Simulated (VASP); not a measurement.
A run of VASP 6.6.1:

Contents of INCAR:

```
PREC = Accurate
ENCUT = 520
EDIFF = 1E-6
ISMEAR = -1
SIGMA = 0.1
LREAL = False
LASPH = True
NELM = 60
ALGO = Fast
ISIF = 2
LWAVE = False
LCHARG = False
GGA = PE
NBANDS = 26
```

KPOINTS

```
regular mesh
0
Gamma
  3 3 3
```

The input POSCAR:

```
Li3PCl3
1.0
    5.2452670000      0.0000000000      0.0000000000
    0.0000000000      5.2452670000      0.0000000000
    0.0000000000      0.0000000000      5.2452670000
P Li Cl
1 3 3
Direct
    0.0013863927      0.0043288549     -0.0023657518
    0.4857746994     -0.0108124143     -0.0306472483
   -0.0232918553      0.4903182240     -0.0215643932
   -0.0072307091      0.0150781648      0.5284850133
   -0.0100206529      0.5110046829      0.5111228847
    0.5170657661     -0.0110045876      0.4889373601
    0.4932061609      0.4973422707      0.0059017015
```

Potentials or basis: VASP PAW PBE potentials, release 64 (P, Li_sv, Cl).

Command:

```sh
$ cat potpaw_PBE.64/P/POTCAR potpaw_PBE.64/Li_sv/POTCAR potpaw_PBE.64/Cl/POTCAR > POTCAR
$ mpirun -np 1 vasp_std > vasp.out
```

Hardware: 1 thread of Intel(R) Xeon(R) 6975P-C (Granite Rapids), with other jobs on the host.

**Question.** How long does it take, and how much memory?

**Answer.** Run time: 37 s on 1 thread of Intel(R) Xeon(R) 6975P-C (Granite Rapids), on a shared host, peak memory 0.25 GiB. Counts: scf iterations 19, k points 14.
